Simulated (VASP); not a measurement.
Ta3Se2: single point with PBE

Crystal: Ta3Se2.

```
CELL_PARAMETERS angstrom
3.35940 1.93955 4.86449
-3.35940 1.93955 4.86449
0.00000 -3.87910 4.86449
ATOMIC_POSITIONS crystal
Ta 0.99597 0.50403 0.75000
Ta 0.75000 0.99597 0.50403
Ta 0.50403 0.75000 0.99597
Ta 0.00403 0.49597 0.25000
Ta 0.25000 0.00403 0.49597
Ta 0.49597 0.25000 0.00403
Se 0.89770 0.89770 0.89770
Se 0.60230 0.60230 0.60230
Se 0.10230 0.10230 0.10230
Se 0.39770 0.39770 0.39770
```

The cell was built by a generator and needn't be a form met in nature.

```json
{"Program": "VASP 6.6.1", "Task": "single point", "Functional": "PBE", "Potentials or basis": "VASP PAW PBE potentials, release 64 (Ta_pv, Se)", "Cutoff": "520 eV", "k mesh": "6 × 6 × 6", "Occupations": "gaussian, width 0.1 eV", "Spin": "no spin polarisation", "Dipole correction": "no", "Further INCAR settings": "ALGO = Fast; EDIFF = 1e-06; NBANDS = 56"}
```

```yaml
Pressure: 0.2 GPa
Largest_force: 0.019 eV/Å
Band_gap_on_the_k_mesh: none (metal or under the smearing width)
```

Forces in eV/Å, atoms in the order of the input:
```
Ta  -0.009  0.000  0.000
Ta   0.005 -0.008  0.000
Ta   0.005  0.008  0.000
Ta   0.009  0.000  0.000
Ta  -0.005  0.008  0.000
Ta  -0.005 -0.008  0.000
Se   0.000  0.000  0.019
Se   0.000  0.000 -0.019
Se   0.000  0.000 -0.019
Se   0.000  0.000  0.019
```

Levels at points of the mesh, in eV from the Fermi level:
| k point | band 42 | band 43 | band 44 | band 45 | band 46 | band 47 | band 48 | band 49 |
| --- | --- | --- | --- | --- | --- | --- | --- | --- |
| (0.00, 0.00, 0.00) | -1.27 | -1.19 | -1.19 | -1.13 | -0.52 | 0.00 | 1.07 | 1.13 |
| (0.50, 0.00, 0.00) | -0.86 | -0.29 | -0.29 | -0.14 | -0.14 | 0.57 | 0.57 | 1.07 |
| (0.50, 0.50, 0.00) | -1.13 | -0.67 | -0.27 | 0.03 | 0.12 | 0.26 | 0.42 | 0.63 |
| (0.50, 0.50, 0.50) | -1.35 | -1.35 | -1.35 | -0.90 | -0.90 | 1.09 | 1.09 | 1.09 |

Wall time 10 min on 1 thread of Intel(R) Xeon(R) Platinum 8488C (Sapphire Rapids), with other jobs on the host, peak memory 0.47 GiB.

Spin-orbit coupling is left out, which matters for the levels of Ta.
